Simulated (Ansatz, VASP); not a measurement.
# GaC in two plane-wave programs

One calculation is typed for both programs; each brings its own data sets. How far apart do they land? The cell is generated by rule, not measured, and may not be a known phase. The cell is taken from a series of runs on this material, whose earlier steps may have relaxed, scaled, displaced or heated it; both programs get it as it stands.

Program: Ansatz 0.2.0. Level of theory: plane waves, with VASP 6.6.1 beside it; single point at PBEsol. Results are calculated unless marked as measured.

The structure was built from a prototype and need not be the compound's stable phase.

**1. Starting point**

It takes space group P4mm (No. 99, tetragonal). Conventional cell: a = 3.039 Å, b = 3.039 Å, c = 2.879 Å, α = 90.00°, β = 90.00°, γ = 90.00°. Ga has 4 C at 2.15 Å nearest. Nearest to C lie 4 Ga at 2.15 Å. Farther neighbours are not listed.

Structure file:

```cif
data_structure
_symmetry_space_group_name_H-M 'P 1'
_symmetry_Int_Tables_number 1
_cell_length_a 3.0394
_cell_length_b 3.0394
_cell_length_c 2.8795
_cell_angle_alpha 90.000
_cell_angle_beta 90.000
_cell_angle_gamma 90.000
_cell_volume 26.60
loop_
_atom_site_label
_atom_site_type_symbol
_atom_site_fract_x
_atom_site_fract_y
_atom_site_fract_z
_atom_site_occupancy
Ga1 Ga 0.00000 0.00000 0.12742 1
C2 C 0.50000 0.50000 0.16259 1
```

**2. VASP: single point, PBEsol**

A single point gives forces, pressure and levels at one fixed geometry, so differences don't come from the geometry; what else differs is listed under the comparison.

Lines of VASP's logs that name or quote its potential files are left out, and so is its time.

Input file INCAR:

```
SYSTEM = GaC
PREC = Accurate
ENCUT = 600
EDIFF = 1E-06
NELM = 120
ISMEAR = 0
SIGMA = 0.1
LREAL = .FALSE.
ALGO = Normal
GGA = PS
NBANDS = 14
LORBIT = 11
LWAVE = .FALSE.
LCHARG = .FALSE.
ISIF = 2
LASPH = .TRUE.
GGA_COMPAT = .FALSE.
```

Input file POSCAR:

```
GaC
1.0
    3.0393600000      0.0000000000      0.0000000000
    0.0000000000      3.0393600000      0.0000000000
    0.0000000000      0.0000000000      2.8794800000
Ga C
1 1
Direct
    0.0000000000      0.0000000000      0.1274150000
    0.5000000000      0.5000000000      0.1625850000
```

Input file KPOINTS:

```
Automatic mesh
0
Gamma
6 6 6
0 0 0
```

Potentials, in the order of the species: Ga_d and C (PBE family, release 64).

On the command line:

```sh
mpirun -np 1 vasp_std
```

Numbers of over 12 decimals in the logs are rounded to 6 here.

What it wrote:

```text
[banner, memory and clock lines left out]
running    1 mpi-ranks, on    1 nodes
 distrk:  each k-point on    1 cores,    1 groups
 distr:  one band on    1 cores,    1 groups

 POSCAR found type information on POSCAR GaC
 POSCAR found :  2 types and       2 ions
|                                                                             |
|               ----> ADVICE to this user running VASP <----                  |
|                                                                             |
|     You enforced a specific xc type in the INCAR file but a different       |
|     [... a line on the potential file left out ...]
|     I HOPE YOU KNOW WHAT YOU ARE DOING!                                     |
|                                                                             |

 LDA part: xc-table for (Slater+PW92), standard interpolation
 POSCAR, INCAR and KPOINTS ok, starting setup
 FFT: planning ... GRIDC
 FFT: planning ... GRID_SOFT
 FFT: planning ... GRID
 WAVECAR not read
 entering main loop
       N       E                     dE             d eps       ncg     rms          rms(c)
DAV:   1     0.777906753878E+02    0.77791E+02   -0.79371E+03  1128   0.210E+03
DAV:   2    -0.475979921871E+01   -0.82550E+02   -0.77484E+02  1294   0.347E+02
DAV:   3    -0.104440988146E+02   -0.56843E+01   -0.55781E+01  1330   0.714E+01
DAV:   4    -0.105361047699E+02   -0.92006E-01   -0.91938E-01  1368   0.939E+00
DAV:   5    -0.105377648500E+02   -0.16601E-02   -0.16600E-02  1312   0.113E+00    0.430E+00
DAV:   6    -0.976223795857E+01    0.77553E+00   -0.14632E+00  1526   0.278E+01    0.140E+00
DAV:   7    -0.974738102552E+01    0.14857E-01   -0.11699E-01  1162   0.297E+00    0.881E-01
DAV:   8    -0.973597952745E+01    0.11401E-01   -0.22172E-02  1400   0.165E+00    0.158E-01
DAV:   9    -0.973541900125E+01    0.56053E-03   -0.22611E-03  1560   0.874E-01    0.577E-02
DAV:  10    -0.973543848931E+01   -0.19488E-04   -0.24223E-04  1266   0.178E-01    0.275E-02
DAV:  11    -0.973541071132E+01    0.27778E-04   -0.36704E-05  1494   0.994E-02    0.396E-03
DAV:  12    -0.973541139696E+01   -0.68564E-06   -0.43336E-06  1228   0.207E-02
   1 F= -.97354114E+01 E0= -.97331338E+01  d E =-.455527E-02
```

Parts of OUTCAR (step 2):

```text
ion  position               nearest neighbor table
   1  0.000  0.000  0.127-   2 2.15   2 2.15   2 2.15   2 2.15
   2  0.500  0.500  0.163-   1 2.15   1 2.15   1 2.15   1 2.15

  LATTYP: Found a simple tetragonal cell.
 ALAT       =     3.0393600000
 C/A-ratio  =     0.9473968204

 Subroutine GETGRP returns: Found  8 space group operations
 (whereof  8 operations were pure point group operations)

The static configuration has the point symmetry C_4v.

 Found     40 irreducible k-points:

   k-points           NKPTS =     40   k-points in BZ     NKDIM =     40   number of bands    NBANDS=     14

   dimension x,y,z NGX =    24 NGY =   24 NGZ =   24
   dimension x,y,z NGXF=    48 NGYF=   48 NGZF=   48

   ENCUT  =  600.0 eV  44.10 Ry    6.64 a.u.   6.07  6.07  5.75*2*pi/ulx,y,z

   NELECT =      17.0000    total number of electrons

 k-points in reciprocal lattice and weights: Automatic mesh
   0.00000000  0.00000000  0.00000000       0.005
   0.16666667  0.00000000  0.00000000       0.019
   0.33333333  0.00000000  0.00000000       0.019
   0.50000000  0.00000000  0.00000000       0.009
   0.16666667  0.16666667  0.00000000       0.019
   0.33333333  0.16666667  0.00000000       0.037
   0.50000000  0.16666667  0.00000000       0.019
   0.33333333  0.33333333  0.00000000       0.019
   0.50000000  0.33333333  0.00000000       0.019
[...]
0.50000000  0.33333333  0.50000000       0.019
   0.50000000  0.50000000  0.50000000       0.005

 average (electrostatic) potential at core
       1 -64.8563       2 -50.2104

 E-fermi :   4.8773

 k-point     1 :       0.0000    0.0000    0.0000
  band No.  band energies     occupation
    ...
      4      -9.4437      2.00000
      5      -9.3988      2.00000
      6      -8.3565      2.00000
      7       3.8474      2.00000
      8       3.8474      2.00000
      9       5.6283      0.00000
     10       6.0224      0.00000
     11      13.1771      0.00000
     12      14.6421      0.00000
     13      17.5658      0.00000
    ...

 k-point     2 :       0.1667    0.0000    0.0000
  band No.  band energies     occupation
    ...
      4      -9.4463      2.00000
      5      -9.4403      2.00000
      6      -8.0396      2.00000
      7       1.3816      2.00000
      8       4.2567      2.00000
      9       6.2093      0.00000
     10       7.3410      0.00000
     11      13.6373      0.00000
     12      15.1005      0.00000
     13      16.3554      0.00000
    ...

 k-point     3 :       0.3333    0.0000    0.0000
  band No.  band energies     occupation
    ...
      3      -9.5000      2.00000
      4      -9.4829      2.00000
      5      -9.4384      2.00000
      6      -7.0241      2.00000
      7      -1.6958      2.00000
      8       5.2593      0.00000
      9       6.8143      0.00000
     10       8.9265      0.00000
     11      12.6016      0.00000
     12      13.7990      0.00000
    ...

  Total       -1.7533439     -1.7533439     -1.2920918      0.0000000      0.0000000      0.0000000
  in kB     -105.6086134   -105.6086134    -77.8261592      0.0000000      0.0000000      0.0000000
  external PRESSURE =     -96.3477954 kB  Pullay stress =       0.0000000 kB

  energy-cutoff  :      600.00
  volume of cell :       26.60
      direct lattice vectors                 reciprocal lattice vectors
     3.039360000  0.000000000  0.000000000     0.329016635  0.000000000  0.000000000
     0.000000000  3.039360000  0.000000000     0.000000000  0.329016635  0.000000000
     0.000000000  0.000000000  2.879480000     0.000000000  0.000000000  0.347284926

 POSITION                                       TOTAL-FORCE (eV/Angst)
 -----------------------------------------------------------------------------------
      0.00000      0.00000      0.36689         0.000000     -0.000000      0.209832
      1.51968      1.51968      0.46816        -0.000000      0.000000     -0.209832
 -----------------------------------------------------------------------------------
    total drift:                                0.000000     -0.000000     -0.000119

  FREE ENERGIE OF THE ION-ELECTRON SYSTEM (eV)
  ---------------------------------------------------
  free  energy   TOTEN  =        -9.7354113970 eV

  energy  without entropy=       -9.7308561252  energy(sigma->0) =       -9.73313376

 total charge
# of ion       s       p       d       tot
------------------------------------------
    1        0.873   0.718  10.048  11.640
    2        0.932   1.258   0.000   2.190
--------------------------------------------------
tot          1.804   1.977  10.048  13.830

[... 3 further parts left out ...]
```

The run ends at a pressure of -9.63 GPa, with forces up to 0.21 eV/Å.

**3. Ansatz: single point, PBEsol**

Ansatz runs on its default PAW (the set named soft_2) files.

The same cell, functional, mesh and smearing now go to Ansatz, which takes its cutoff from its data sets.

Input file input.yaml:

```yaml
crystal:
  lattice:
    - [3.03936, 0.0, 0.0]
    - [0.0, 3.03936, 0.0]
    - [0.0, 0.0, 2.87948]
  atoms:
    - { symbol: Ga, position: [0.0, 0.0, 0.127415] }
    - { symbol: C, position: [0.5, 0.5, 0.162585] }
kpoints:
  mp_grid: { grid: [6, 6, 6] }
hamiltonian:
  xc: pbesol
scf:
  occupations: { method: gaussian, width: 0.1 }
output:
  forces: true
  stress: true
  eigenvalues: true
```

On the command line:

```sh
ansatz run input.yaml --threads 4 --pin off --max-ram 8192MiB --backend cpu --events-out ev --progress --plain --runs-dir out
```

What it wrote:

```text
Engine: ansatz 0.2.0, x86_64-unknown-linux-gnu
Pseudopotentials: kind: paw
Pseudopotential: Ga, paw, valence charge 13, recommended cutoff 420 eV (normal), Ga.paw.azcp
Pseudopotential: C, paw, valence charge 4, recommended cutoff 420 eV (normal), C.paw.azcp
Functional definition: PBEsol
  exchange = pbesol_x
  correlation = pbesol_c
Crystal: 2 atoms, lattice volume = 26.600 Å³
Basis set: ecut = 420 eV, 489 PW (Γ), exchange–correlation on 48×48×40 points (8 copies of the dense FFT grid, shifted against one another)
Bands: 13, of which v1, the nominal top of the filled ones, is band 9 counted from 1 (8 counted from 0)
Symmetry: 8 space group operations
Space group: P4mm (ITA 99), of the structure as read, at distance tolerance 3.0e-5 Å
k-points: 40 of 216 (time reversal used)
Non-local potential: Ga, projectors of the file, l = 0: 2, l = 1: 2, l = 2: 3, l = 3: 1
Non-local potential: C, projectors of the file, l = 0: 2, l = 1: 2, l = 2: 1
PAW form: soft (Blöchl's): semilocal exchange-correlation on the pseudo side does not see the compensation charge
PAW frozen core: Ga, regenerated for the run's functional, and the local potential with it (the file was generated under x = pbe(κ = 0.804, μ = 0.219515), c = pbe(β = 0.066725))
PAW frozen core: C, regenerated for the run's functional, and the local potential with it (the file was generated under x = pbe(κ = 0.804, μ = 0.219515), c = pbe(β = 0.066725))
PAW one-centre angular grid: Ga, 590 points (default); XC on 64 Gauss nodes
PAW one-centre angular grid: C, 110 points (default); XC on 64 Gauss nodes
Initial density: superposition of atomic densities (neutral atoms: chi_scale 0, normalization atom), corrected by the library's trained network
Initial wavefunctions: pseudopotential atomic-orbital guess
Functional: x = pbesol(κ = 0.804, μ = 0.123457), c = pbesol(β = 0.046)
SCF iter   1: F=—  HF=-3986.633544 eV  |F-HF|=—  |Δ(HF+E_count)|=         —  Δρ=1.06e-2  dr2=3.74e-2  ethr=1.77e-3  ⟨swp⟩=4.8  Hψ=2695  notcnv=0
preconditioner: auto → none  [metal: Δε(μ)=0.100 eV  Ē_g=17.256 eV  σ=0.100 eV  W_gap=0.43  n_scr=6 (ndim 8)  ℏωp=29.7 eV  f_vac=0.000  D(μ)=0.75/eV (n_scr^D=6)  sad-step TF]
SCF iter   2: F=—  HF=-3986.628222 eV  |F-HF|=—  |Δ(HF+E_count)|=   5.32e-3  Δρ=7.21e-3  dr2=1.88e-2  ethr=2.20e-4  ⟨swp⟩=1.1  Hψ=844  notcnv=0
SCF iter   3: F=—  HF=-3986.623915 eV  |F-HF|=—  |Δ(HF+E_count)|=   4.31e-3  Δρ=1.65e-3  dr2=4.89e-4  ethr=1.11e-4  ⟨swp⟩=2.0  Hψ=712  notcnv=0
SCF iter   4: F=—  HF=-3986.623538 eV  |F-HF|=—  |Δ(HF+E_count)|=   3.76e-4  Δρ=4.62e-4  dr2=2.82e-5  ethr=2.88e-6  ⟨swp⟩=2.0  Hψ=849  notcnv=0
SCF iter   5: F=—  HF=-3986.623526 eV  |F-HF|=—  |Δ(HF+E_count)|=   1.24e-5  Δρ=1.18e-4  dr2=1.74e-6  ethr=1.66e-7  ⟨swp⟩=2.0  Hψ=842  notcnv=0
SCF iter   6: F=—  HF=-3986.623525 eV  |F-HF|=—  |Δ(HF+E_count)|=   2.18e-7  Δρ=4.12e-5  dr2=2.17e-7  ethr=1.02e-8  ⟨swp⟩=2.5  Hψ=834  notcnv=0
SCF iter   7: F=-3986.623525 eV  HF=-3986.623525 eV  |F-HF|=4.68e-9  |Δ(HF+E_count)|=   8.82e-8  Δρ=6.10e-6  dr2=5.07e-9  ethr=5.88e-10  ⟨swp⟩=5.2  Hψ=1959  notcnv=0
SCF 1 converged in 7 iterations: F = -3986.623525 eV  dr2 = 5.07e-9
  greatest PAW one-centre occupation: 0.995 electrons in one spin orbital (limit 2), on the Ga atom at site 0 (counted from 0), in its partial waves of l = 2
SCF converged after 7 iterations
Free energy (F): -3986.623525 eV
Harris-Foulkes:  -3986.623525 eV  (|F-HF|=4.68e-9)
Internal energy: -3986.618964 eV  (E = F + TS)
E sigma→0 (E₀):  -3986.621245 eV
Entropy (-TS):   -0.004561 eV (-2.280 meV/atom)
Fermi energy:    8.591052 eV
--- Per-component energies (eV) ---
  E_band       = -35.083353
  E_kinetic    = 195.842566
  E_local      = -1958.339151  (includes V_loc(G=0)·N_el)
  E_nonlocal   = 454.219236
  E_hartree    = 902.624388
  E_xc         = -113.629544
  E_vxc        = -114.069568  (∫ρ·V_xc dr)
  E_paw        = -2044.498309  (= ΣΔE_a)
  E_vpaw       = -417.988554  (= ΣTr[D̂ρ^β])
  E_aug_tail   = -0.000063  (compensation charges beyond the density's cutoff)
  E_ewald      = -1423.722167
  E_core_change = 0.884078  (= ΣΔE_core)
  E_smearing   = -0.004561  (= −TS)
  E_closure    = 0.000000  (closes the sum)
  Σ components = -3986.623525   (vs F -3986.623525, Δ=0.00e0)
--- Forces (eV/Å), atoms counted from 1 ---
  atom   1  Ga    -0.00000000     0.00000000     0.21003395
  atom   2  C      0.00000000     0.00000000    -0.20999134
  max |Σ_I F_I| component: 4.26e-5 eV/Å
--- Stress (GPa, compression-positive) ---
      -10.586479       0.000000      -0.000000
        0.000000     -10.586479       0.000000
       -0.000000       0.000000      -7.656522
  P = ⅓ Tr σ = -9.6098 GPa (-96.098 kbar)
--- Band table (eV; the first three rows and the last of 40) ---
  k-point 0: bands = [... 5 lower, -4.6423, 7.5600, 7.5600, 9.3372, 9.7334, 16.8662, 18.3504, 21.2723]
  k-point 1: bands = [... 5 lower, -4.2530, 7.4031, 7.7537, 7.7537, 10.2500, 17.2789, 17.7354, 21.7117]
  k-point 2: bands = [... 5 lower, -3.2463, 4.5135, 8.1726, 8.1726, 11.3125, 15.4168, 18.4444, 21.8507]
  k-point 39: bands = [... 5 lower, 1.8271, 4.6290, 4.6290, 7.4595, 8.8210, 10.1844, 14.7752, 14.7752]
```

The run ends at a pressure of -9.61 GPa, with forces up to 0.21 eV/Å.

**4. Side by side**

Known differences besides the potentials themselves: the cutoff is 420 eV in Ansatz and 600 eV in VASP; Ansatz makes its cores anew for this functional, VASP keeps those of its PBE data sets. Total energies have different zeros and are not compared.

Both answers:

| quantity | Ansatz | VASP | difference |
| --- | --- | --- | --- |
| pressure (GPa) | -9.61 | -9.63 | +0.02 |

Forces (eV/Å; atoms numbered as in POSCAR):

| atom | Ansatz x, y, z | VASP x, y, z |
| --- | --- | --- |
| Ga1 | 0.000, 0.000, 0.210 | 0.000, 0.000, 0.210 |
| C2 | 0.000, 0.000, -0.210 | 0.000, 0.000, -0.210 |

The forces differ by 0.1 meV/Å r.m.s., which is 0.1 % of the r.m.s. force of 0.121 eV/Å (both taken over all components).

**5. Results**

| Quantity | Value |
| --- | --- |
| difference in pressure (single point, PBEsol) | 0.025 GPa |

What this shows: The difference in pressure is 0.025 GPa (single point, PBEsol), within the 1 GPa picked in this series as the mark of a large difference. How closely two codes agree says nothing of how well the functional describes the real material.

[Lines on the potential files, build, host, timing and source positions are cut from VASP's logs without a mark.]

[Logs are printed without paths, hosts, clocks, repeated set-up lines and the standing remarks that a program may print on its own settings, such as how far it seeks lower states.]

[Hosts, paths, dates, database ids (printed as entryN), source tags and the programs' standing remarks are cut or masked in the printed files.]
